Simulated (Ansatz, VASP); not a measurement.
**Cross-check of SnSe2 between VASP and Ansatz**

Aim: how closely do two programs agree when they are given the same cell, functional and k mesh? Of the first pair: The structure shown is the end of the Ansatz relaxation below.

Main program and level: Ansatz 0.2.0; plane waves, with VASP 6.6.1 beside it; PBE.

## Step 1: Starting point

The cell holds 3 atoms: 1 Sn and 2 Se. Its edges and angles: a = 3.984 Å, b = 3.843 Å, c = 30.460 Å, α = 90.0°, β = 90.0°, γ = 121.2°. Vacuum lies along c.

Structure file:

```cif
data_structure
_symmetry_space_group_name_H-M 'P 1'
_symmetry_Int_Tables_number 1
_cell_length_a 3.9839
_cell_length_b 3.8425
_cell_length_c 30.4600
_cell_angle_alpha 90.000
_cell_angle_beta 90.000
_cell_angle_gamma 121.225
_cell_volume 398.74
loop_
_atom_site_label
_atom_site_type_symbol
_atom_site_fract_x
_atom_site_fract_y
_atom_site_fract_z
_atom_site_occupancy
Sn1 Sn 0.33250 0.66500 0.32830 1
Se2 Se 0.66708 0.33417 0.38473 1
Se3 Se 0.66708 0.33417 0.27187 1
```

## Step 2: Ansatz: relaxation, PBE

Ansatz runs on its PAW soft_1 files.

This run makes the geometry at which the two programs are then compared.

Contents of input.yaml:

```yaml
crystal:
  lattice:
    - [3.9839046356, 0.0, 0.0]
    - [-1.9919523178, 3.2858691626, 0.0]
    - [0.0, 0.0, 30.46]
  atoms:
    - { symbol: Sn, position: [0.3325691633, 0.6651383267, 0.3282994091] }
    - { symbol: Se, position: [0.6670487516, 0.3340975034, 0.3847532946] }
    - { symbol: Se, position: [0.6670487516, 0.3340975034, 0.2718455236] }
  periodic: [true, true, false]
kpoints:
  mp_grid: { grid: [12, 12, 1] }
hamiltonian:
  xc: pbe
  pseudopotentials: { kind: paw, azcp: { folder: soft_1 } }
scf:
  occupations: { method: gaussian, width: 0.1 }
output:
  forces: true
  stress: true
  eigenvalues: true
relax:
  adjacent_minimum: "off"
  f_tol: 0.001
  max_steps: 60
```

Run with:

```bash
$ ansatz run input.yaml --threads 4 --pin off --max-ram 16384MiB --backend cpu --events-out ev --progress --plain --runs-dir out
```

Numbers of over 12 decimals in the logs are rounded to 6 here.

The program printed:

```text
Warning: output.stress: scf.convergence.dr2_threshold = 1e-9 eV (the default of a walk held to its f_tol) is looser than the 3e-10 eV advised for a printed stress (1e-10 eV for each atom of the cell: 3). What an SCF threshold leaves in a stress goes as its square root, and in the free energy as the threshold itself, and one threshold admits the most on a small cell: [figures from the program's tests cut] Every solve  [...]
Engine: ansatz 0.2.0, aarch64-unknown-linux-gnu
Pseudopotentials: kind: paw
Pseudopotential: Sn, paw, valence charge 14, recommended cutoff 420 eV (normal), soft_1/Sn.paw.azcp
Pseudopotential: Se, paw, valence charge 16, recommended cutoff 420 eV (normal), soft_1/Se.paw.azcp
Functional definition: PBE
  parameter kappa = 0.804
  parameter beta = 0.066725
  exchange = pbe_x(kappa = kappa, mu = beta*pi^2/3)
  correlation = pbe_c(beta = beta)
Crystal: 3 atoms, lattice volume = 398.739 Å³
Basis set: ecut = 420 eV, 7873 PW (Γ), exchange–correlation on 54×54×432 points (8 copies of the dense FFT grid, shifted against one another)
Bands: 28, of which v1, the nominal top of the filled ones, is band 23 counted from 1 (22 counted from 0)
Symmetry: 4 space group operations
Space group: Amm2 (ITA 38), of the structure as read, at distance tolerance 7.4e-5 Å
k-points: 43 of 144 (time reversal used)
Non-local potential: Sn, projectors of the file, l = 0: 2, l = 1: 2, l = 2: 2, l = 3: 1
Non-local potential: Se, projectors of the file, l = 0: 2, l = 1: 2, l = 2: 3, l = 3: 1
PAW form: soft (Blöchl's): semilocal exchange-correlation on the pseudo side does not see the compensation charge
PAW one-centre angular grid: Sn, 590 points (default); XC on 64 Gauss nodes
PAW one-centre angular grid: Se, 590 points (default); XC on 64 Gauss nodes
Initial density: superposition of atomic densities (neutral atoms: chi_scale 0, normalization atom)
Initial wavefunctions: pseudopotential atomic-orbital guess
Functional: x = pbe(κ = 0.804, μ = 0.219515), c = pbe(β = 0.066725)
SCF iter   1: F=—  HF=-16963.024303 eV  |F-HF|=—  |Δ(HF+E_count)|=         —  Δρ=1.36e-2  dr2=1.44e0  ethr=3.10e-3  ⟨swp⟩=14.3  Hψ=7750  notcnv=0
preconditioner: auto → Resta (q_TF=auto, 1.904 Å⁻¹)  ε∞=1.6  [insulator: Δε(μ)=0.193 eV  Ē_g=9.331 eV  σ=0.100 eV  W_gap=0.83  n_scr=38 (ndim 8)  ℏωp=7.4 eV  f_vac=0.763  D(μ)=0.08/eV (n_scr^D=0)  ε∞_Penn≈1.6  vacuum switching on, ρ_ref=6.3e-3 e/Å³]
SCF iter   2: F=—  HF=-16962.676835 eV  |F-HF|=—  |Δ(HF+E_count)|=   3.47e-1  Δρ=5.91e-3  dr2=2.21e-1  ethr=3.10e-3  ⟨swp⟩=4.7  Hψ=2658  notcnv=0  defer=37
preconditioner: auto → LDOS  [metal: Δε(μ)=0.082 eV  Ē_g=9.060 eV  σ=0.100 eV  W_gap=0.42  n_scr=38 (ndim 8)  ℏωp=7.4 eV  f_vac=0.765  D(μ)=0.75/eV (n_scr^D=4)  β→1.0]
SCF iter   3: F=—  HF=-16962.650096 eV  |F-HF|=—  |Δ(HF+E_count)|=   2.67e-2  Δρ=2.47e-3  dr2=7.81e-2  ethr=4.80e-4  ⟨swp⟩=4.3  Hψ=3035  notcnv=0  defer=33
SCF iter   4: F=—  HF=-16962.635203 eV  |F-HF|=—  |Δ(HF+E_count)|=   1.49e-2  Δρ=6.32e-4  dr2=2.52e-3  ethr=1.70e-4  ⟨swp⟩=2.3  Hψ=1694  notcnv=0  defer=32
SCF iter   5: F=—  HF=-16962.634593 eV  |F-HF|=—  |Δ(HF+E_count)|=   6.10e-4  Δρ=1.51e-4  dr2=6.66e-5  ethr=5.48e-6  ⟨swp⟩=4.0  Hψ=3027  notcnv=0  defer=32
SCF iter   6: F=—  HF=-16962.634671 eV  |F-HF|=—  |Δ(HF+E_count)|=   7.86e-5  Δρ=5.27e-5  dr2=5.85e-6  ethr=1.45e-7  ⟨swp⟩=2.2  Hψ=2262  notcnv=0  defer=32
SCF iter   7: F=—  HF=-16962.634685 eV  |F-HF|=—  |Δ(HF+E_count)|=   1.33e-5  Δρ=8.20e-6  dr2=2.34e-7  ethr=1.27e-8  ⟨swp⟩=3.7  Hψ=2143  notcnv=0  defer=32
iter 8 did not close the SCF: its close was put off until two iterations running show no level that it waits for move by more than its bar (scf_convergence_deferred on its scf_iter line)
SCF iter   8: F=-16962.634685 eV  HF=-16962.634685 eV  |F-HF|=1.66e-8  |Δ(HF+E_count)|=   1.59e-7  Δρ=1.60e-6  dr2=1.07e-8  ethr=2.17e-10  ⟨swp⟩=17.5  Hψ=7304  notcnv=0
iter 9 did not close the SCF: its close was put off until two iterations running show no level that it waits for move by more than its bar (scf_convergence_deferred on its scf_iter line)
SCF iter   9: F=-16962.634685 eV  HF=-16962.634685 eV  |F-HF|=2.20e-9  |Δ(HF+E_count)|=   1.77e-8  Δρ=4.00e-7  dr2=6.85e-10  ethr=2.32e-11  ⟨swp⟩=4.0  Hψ=4188  notcnv=0
SCF iter  10: F=-16962.634685 eV  HF=-16962.634685 eV  |F-HF|=2.73e-10  |Δ(HF+E_count)|=   2.25e-9  Δρ=1.22e-7  dr2=6.29e-11  ethr=1.49e-12  ⟨swp⟩=2.8  Hψ=4282  notcnv=0
SCF 1 converged in 10 iterations: F = -16962.634685 eV  dr2 = 6.29e-11
  greatest PAW one-centre occupation: 1.000 electrons in one spin orbital (limit 2), on the Se atom at site 2 (counted from 0), in its partial waves of l = 2
relax step   1: F+E_penalty+E_count = -16962.63468468 eV  Δ(F+E_penalty+E_count) = +0.000e0 eV  max|allowed force component| = 9.125e-3 eV/Å  Δτ_max = 0.0000 Å  (10 SCF iters, dr2 threshold 1.00e-7 eV, accepted)
[...]
relax step   2: F+E_penalty+E_count = -16962.63466064 eV  Δ(F+E_penalty+E_count) = +2.404e-5 eV  max|allowed force component| = 1.924e-2 eV/Å  Δτ_max = 0.0025 Å  (5 SCF iters, dr2 threshold 5.20e-9 eV, rejected (line search))
[...]
relax step   3: F+E_penalty+E_count = -16962.63469264 eV  Δ(F+E_penalty+E_count) = -7.961e-6 eV  max|allowed force component| = 1.488e-3 eV/Å  Δτ_max = 0.0008 Å  (4 SCF iters, dr2 threshold 5.20e-9 eV, accepted)
[...]
relax step   4: F+E_penalty+E_count = -16962.63469293 eV  Δ(F+E_penalty+E_count) = -2.814e-7 eV  max|allowed force component| = 2.555e-5 eV/Å  Δτ_max = 0.0002 Å  (4 SCF iters, accepted)
SCF converged after 4 iterations
Free energy (F): -16962.634693 eV
Harris-Foulkes:  -16962.634693 eV  (|F-HF|=1.46e-10)
Internal energy: -16962.631459 eV  (E = F + TS)
E sigma→0 (E₀):  -16962.633076 eV
Entropy (-TS):   -0.003234 eV (-1.078 meV/atom)
Fermi energy:    -5.797013 eV
--- Per-component energies (eV) ---
  E_band       = -1505.588496
  E_kinetic    = 386.262743
  E_local      = -92515.657269  (includes V_loc(G=0)·N_el)
  E_nonlocal   = -563.590949
  E_hartree    = 46073.994756
  E_xc         = -293.467817
  E_vxc        = -257.573374  (∫ρ·V_xc dr)
  E_paw        = -8631.514735  (= ΣΔE_a)
  E_vpaw       = -703.021026  (= ΣTr[D̂ρ^β])
  E_aug_tail   = -0.000430  (compensation charges beyond the density's cutoff)
  E_ewald      = 38581.342241
  E_smearing   = -0.003234  (= −TS)
  E_closure    = 0.000000  (closes the sum)
  Σ components = -16962.634693   (vs F -16962.634693, Δ=0.00e0)
--- Forces (eV/Å), atoms counted from 1 ---
  atom   1  Sn     0.00000000    -0.00001234     0.00000000
  atom   2  Se     0.00000000     0.00000712     0.00002555
  atom   3  Se     0.00000000     0.00000712    -0.00002555
  max |Σ_I F_I| component: 1.91e-6 eV/Å
--- 2D stress c σ (N/m, compression-positive) ---
       -2.967459       0.000000       0.000000
        0.000000      -0.974059       0.000000
        0.000000       0.000000       0.000000
  P = ½ c Tr σ = -1.9708 N/m
--- Band table (eV; the first three rows and the last of 43) ---
  k-point 0: bands = [... 19 lower, -6.7843, -6.5722, -5.9421, -5.7556, -5.5143, -2.4900, -2.0997, -1.6609, ... 1 higher]
  k-point 1: bands = [... 19 lower, -7.1794, -6.9258, -6.1236, -6.0001, -5.0718, -2.1068, -1.9925, -1.9421, ... 1 higher]
  k-point 2: bands = [... 19 lower, -7.4134, -7.2651, -6.6302, -6.1507, -4.7734, -2.4429, -1.6093 (-1.6093°), -1.4736, ... 1 higher]
  k-point 42: bands = [... 19 lower, -9.0488, -9.0119, -7.3962, -6.1382, -4.8024, -2.7978, -0.7908, -0.3104, ... 1 higher]
  ° read free of the cell's end (the report's vacuum.weakly_bound_levels)
--- Relaxed structure (4 steps of the walk, 3 accepted, 0 SCFs on fresh bases) ---
  F+E_penalty+E_count = -16962.63469293 eV   max|allowed force component| = 2.555e-5 eV/Å
  cell:  # Å, volume = 398.7394 Å³
    - [3.9839046356, 0.0, 0.0]
    - [-1.9919523178, 3.2858691626, 0.0]
    - [0.0, 0.0, 30.46]
  atoms:
    - { symbol: Sn, position: [0.332499, 0.664998, 0.3282994091] }
    - { symbol: Se, position: [0.667084, 0.334167, 0.384726] }
    - { symbol: Se, position: [0.667084, 0.334167, 0.271872] }
```

Reading the cycles: dr2 is the Hartree energy of the density residual (eV), the measure of convergence; HF is the Harris–Foulkes estimate of the energy, which meets the free energy F at convergence.

## Step 3: VASP: single point, PBE, relaxed atoms in a fixed cell, pair 1

The same cell, functional, mesh and smearing now go to VASP, with its own data sets.

Lines of VASP's logs that name or quote its potential files are left out, and so is its time.

Contents of INCAR:

```
SYSTEM = SnSe2
PREC = Accurate
ENCUT = 400
EDIFF = 1E-06
NELM = 120
ISMEAR = 0
SIGMA = 0.1
LREAL = .FALSE.
ALGO = Normal
GGA = PE
NBANDS = 19
LORBIT = 11
LWAVE = .FALSE.
LCHARG = .FALSE.
ISIF = 2
LDIPOL = .TRUE.
IDIPOL = 3
DIPOL = 0.5 0.5 0.328
LVHAR = .TRUE.
LASPH = .TRUE.
GGA_COMPAT = .FALSE.
NELMDL = -8
KPAR = 2
```

Contents of POSCAR:

```
SnSe2
1.0
    3.9839046356      0.0000000000      0.0000000000
   -1.9919523178      3.2858691626      0.0000000000
    0.0000000000      0.0000000000     30.4600000000
Sn Se
1 2
Direct
    0.3324992010      0.6649984020      0.3282994091
    0.6670837328      0.3341674657      0.3847264621
    0.6670837328      0.3341674657      0.2718723561
```

Contents of KPOINTS:

```
Automatic mesh
0
Gamma
12 12 1
0 0 0
```

PAW data sets: Sn_d and Se (PBE family, release 64).

Run with:

```bash
$ mpirun -np 2 vasp_std
```

The program printed:

```text
[banner, memory and clock lines left out]
running    2 mpi-ranks, on    1 nodes
 distrk:  each k-point on    1 cores,    2 groups
 distr:  one band on    1 cores,    1 groups

 POSCAR found type information on POSCAR SnSe
 POSCAR found :  2 types and       3 ions
 LDA part: xc-table for (Slater+PW92), standard interpolation
 POSCAR, INCAR and KPOINTS ok, starting setup
 FFT: planning ... GRIDC
 FFT: planning ... GRID_SOFT
 FFT: planning ... GRID
 WAVECAR not read
 entering main loop
       N       E                     dE             d eps       ncg     rms          rms(c)
DAV:   1     0.162598114415E+03    0.16260E+03   -0.93308E+03  1978   0.833E+02
DAV:   2     0.830414119623E+01   -0.15429E+03   -0.15128E+03  2184   0.206E+02
DAV:   3    -0.108668195687E+02   -0.19171E+02   -0.19014E+02  2046   0.816E+01
DAV:   4    -0.113868568015E+02   -0.52004E+00   -0.51895E+00  2144   0.171E+01
DAV:   5    -0.113977850474E+02   -0.10928E-01   -0.10928E-01  2373   0.248E+00
DAV:   6    -0.113979228997E+02   -0.13785E-03   -0.13785E-03  2110   0.228E-01
DAV:   7    -0.113979318057E+02   -0.89060E-05   -0.89057E-05  2467   0.453E-02
DAV:   8    -0.113979318670E+02   -0.61303E-07   -0.61521E-07  1869   0.439E-03    0.432E+00
DAV:   9    -0.110346766717E+02    0.36326E+00   -0.90255E-01  2260   0.839E+00    0.276E+00
DAV:  10    -0.110182541312E+02    0.16423E-01   -0.21832E-01  1827   0.255E+00    0.681E-01
DAV:  11    -0.110164223118E+02    0.18318E-02   -0.20039E-02  1978   0.124E+00    0.295E-01
DAV:  12    -0.110169229751E+02   -0.50066E-03   -0.23857E-03  1710   0.329E-01    0.836E-02
DAV:  13    -0.110169474814E+02   -0.24506E-04   -0.15259E-04  2400   0.930E-02    0.391E-02
DAV:  14    -0.110170198679E+02   -0.72386E-04   -0.71508E-05  1766   0.482E-02    0.104E-02
DAV:  15    -0.110170232927E+02   -0.34248E-05   -0.37933E-06  2125   0.128E-02    0.806E-03
DAV:  16    -0.110170351010E+02   -0.11808E-04   -0.25087E-06  1814   0.761E-03    0.134E-03
DAV:  17    -0.110170380462E+02   -0.29452E-05   -0.24495E-07  1298   0.283E-03    0.108E-03
DAV:  18    -0.110170462269E+02   -0.81808E-05   -0.13014E-07  1553   0.223E-03    0.605E-04
DAV:  19    -0.110170497244E+02   -0.34975E-05   -0.23096E-08  1411   0.833E-04    0.420E-04
DAV:  20    -0.110170558987E+02   -0.61742E-05   -0.14492E-07  1539   0.103E-03    0.496E-04
DAV:  21    -0.110170560587E+02   -0.16000E-06   -0.20966E-09  1364   0.326E-04
   1 F= -.11017056E+02 E0= -.11015426E+02  d E =-.326084E-02
```

Parts of OUTCAR (step 3):

```text
ion  position               nearest neighbor table
   1  0.332  0.665  0.328-   2 2.79   3 2.79   2 2.85   3 2.85   2 2.85   3 2.85
   2  0.667  0.334  0.385-   1 2.79   1 2.85   1 2.85
   3  0.667  0.334  0.272-   1 2.79   1 2.85   1 2.85

  LATTYP: Found a base centered orthorhombic cell.
 ALAT       =     3.9839046356
 B/A-ratio  =     1.6495721977
 C/A-ratio  =     7.6457653448

 Subroutine GETGRP returns: Found  4 space group operations
 (whereof  2 operations were pure point group operations)

The static configuration has the point symmetry C_1h.
 The point group associated with its full space group is C_2v.

 Found     43 irreducible k-points:

   k-points           NKPTS =     43   k-points in BZ     NKDIM =     43   number of bands    NBANDS=     19

   dimension x,y,z NGX =    28 NGY =   28 NGZ =  200
   dimension x,y,z NGXF=    56 NGYF=   56 NGZF=  400

   ENCUT  =  400.0 eV  29.40 Ry    5.42 a.u.   6.50  6.27 49.67*2*pi/ulx,y,z

   NELECT =      26.0000    total number of electrons

 k-points in reciprocal lattice and weights: Automatic mesh
   0.00000000  0.00000000  0.00000000       0.007
   0.08333333  0.00000000  0.00000000       0.028
   0.16666667 -0.00000000  0.00000000       0.028
   0.25000000  0.00000000  0.00000000       0.028
   0.33333333  0.00000000  0.00000000       0.028
   0.41666667  0.00000000  0.00000000       0.028
   0.50000000  0.00000000  0.00000000       0.014
   0.00000000  0.08333333  0.00000000       0.014
   0.08333333  0.08333333  0.00000000       0.028
[...]
0.16666667  0.41666667  0.00000000       0.014
   0.00000000  0.50000000  0.00000000       0.007

 dipolmoment           0.000000      0.000000      0.000001 electrons x Angstroem

 average (electrostatic) potential at core
       1-111.1007       2 -61.5487       3 -61.5487

 E-fermi :  -3.7915

 k-point     1 :       0.0000    0.0000    0.0000
  band No.  band energies     occupation
    ...
      9      -5.2324      2.00000
     10      -4.7797      2.00000
     11      -4.5671      2.00000
     12      -3.9360      1.95891
     13      -3.7492      0.54925
     14      -3.5135      0.00008
     15      -0.4870      0.00000
     16      -0.0982      0.00000
     17       0.3403      0.00000
     18       1.4756      0.00000
    ...

 k-point     2 :       0.0833    0.0000    0.0000
  band No.  band energies     occupation
    ...
      9      -5.3363      2.00000
     10      -5.2340      2.00000
     11      -4.7255      2.00000
     12      -4.2422      2.00000
     13      -3.8302      1.41528
     14      -3.0536      0.00000
     15      -0.2540      0.00000
     16      -0.1099      0.00000
     17       0.3934      0.00000
     18       1.5733      0.00000
    ...

 k-point     3 :       0.1667   -0.0000    0.0000
  band No.  band energies     occupation
    ...
      9      -6.2266      2.00000
     10      -5.4792      2.00000
     11      -5.0072      2.00000
     12      -4.6700      2.00000
     13      -3.9517      1.97648
     14      -2.6590      0.00000
     15      -0.5902      0.00000
     16       0.5560      0.00000
     17       0.6671      0.00000
     18       1.7723      0.00000
    ...

  Total       -2.4230698     -0.7959692      0.0165336      0.0000000      0.0000000      0.0000000
  in kB       -9.7361533     -3.1982893      0.0664338      0.0000000      0.0000000      0.0000000
  external PRESSURE =      -4.2893362 kB  Pullay stress =       0.0000000 kB

  energy-cutoff  :      400.00
  volume of cell :      398.74
      direct lattice vectors                 reciprocal lattice vectors
     3.983904636  0.000000000  0.000000000     0.251010024  0.152166740  0.000000000
    -1.991952318  3.285869163  0.000000000     0.000000000  0.304333481  0.000000000
     0.000000000  0.000000000 30.460000000     0.000000000  0.000000000  0.032829941

 POSITION                                       TOTAL-FORCE (eV/Angst)
 -----------------------------------------------------------------------------------
     -0.00000      2.18510     10.00000         0.000000     -0.001448      0.000000
      1.99195      1.09803     11.71877         0.000000      0.000724      0.013184
      1.99195      1.09803      8.28123         0.000000      0.000724     -0.013184
 -----------------------------------------------------------------------------------
    total drift:                                0.000000     -0.000459     -0.000064

  FREE ENERGIE OF THE ION-ELECTRON SYSTEM (eV)
  ---------------------------------------------------
  free  energy   TOTEN  =       -11.0170560587 eV

  energy  without entropy=      -11.0137952176  energy(sigma->0) =      -11.01542564

 vacuum level on the upper side and lower side of the slab         2.007         2.007

 total charge
# of ion       s       p       d       tot
------------------------------------------
    1        1.092   0.905  10.046  12.043
    2        1.489   2.256   0.021   3.766
    3        1.489   2.256   0.021   3.766
--------------------------------------------------
tot          4.070   5.418  10.087  19.575

[... 3 further parts left out ...]
```

The run ends at a pressure of -0.43 GPa, with forces up to 0.013 eV/Å.

## Step 4: Comparison

Known differences besides the potentials themselves: Ansatz cuts the interaction across the vacuum, VASP repeats the sheet with a dipole correction (LDIPOL); the data sets hold 46 valence electrons in Ansatz (on its PAW soft_1 files) and 26 in VASP; the cutoff is 420 eV in Ansatz and 400 eV in VASP. Total energies have different zeros and are not compared.

The largest component of a force difference here is 13 meV/Å. Where the cell holds vacuum, a pressure given here is an average over it and none of the material.

## Step 5: Ansatz: relaxation, PBE

This run makes the geometry at which the two programs are then compared.

The structure compared here is the end of the Ansatz relaxation.

input.yaml, the sections that differ from step 2:

```yaml
crystal:
  lattice:
    - [3.794194891, 0.0, 0.0]
    - [-1.8970974455, 3.4501626206, 0.0]
    - [0.0, 0.0, 30.46]
  atoms:
    - { symbol: Sn, position: [0.3338061977, 0.6676123954, 0.3282994091] }
    - { symbol: Se, position: [0.6664302345, 0.3328604689, 0.3847630941] }
    - { symbol: Se, position: [0.6664302345, 0.3328604689, 0.2718357241] }
  periodic: [true, true, false]
# kpoints, hamiltonian, scf, output, relax: as in step 2
```

Run with:

```bash
$ ansatz run input.yaml --threads 4 --pin off --max-ram 16384MiB --backend cpu --events-out ev --progress --plain --runs-dir out
```

The program printed:

```text
[...]
Crystal: 3 atoms, lattice volume = 398.739 Å³
Basis set: ecut = 420 eV, 7825 PW (Γ), exchange–correlation on 54×54×432 points (8 copies of the dense FFT grid, shifted against one another)
Bands: 28, of which v1, the nominal top of the filled ones, is band 23 counted from 1 (22 counted from 0)
Symmetry: 4 space group operations
[...]
--- Relaxed structure (4 steps of the walk, 3 accepted, 0 SCFs on fresh bases) ---
  F+E_penalty+E_count = -16962.63300621 eV   max|allowed force component| = 2.983e-5 eV/Å
  cell:  # Å, volume = 398.7394 Å³
    - [3.794194891, 0.0, 0.0]
    - [-1.8970974455, 3.4501626206, 0.0]
    - [0.0, 0.0, 30.46]
  atoms:
    - { symbol: Sn, position: [0.333609, 0.667218, 0.328299] }
    - { symbol: Se, position: [0.666529, 0.333058, 0.384743] }
    - { symbol: Se, position: [0.666529, 0.333058, 0.271856] }
[key lines of the parts left out:]
SCF converged after 4 iterations
Free energy (F): -16962.633006 eV
Fermi energy:    -5.779957 eV
P = ½ c Tr σ = -1.9698 N/m
```

(Continued in part 2 of 2.)

[Lines on the potential files, build, host, timing and source positions are cut from VASP's logs without a mark.]

[Logs are printed without paths, hosts, clocks, repeated set-up lines and the standing remarks that a program may print on its own settings, such as how far it seeks lower states.]

[Hosts, paths, dates, database ids (printed as entryN), source tags and the programs' standing remarks are cut or masked in the printed files.]
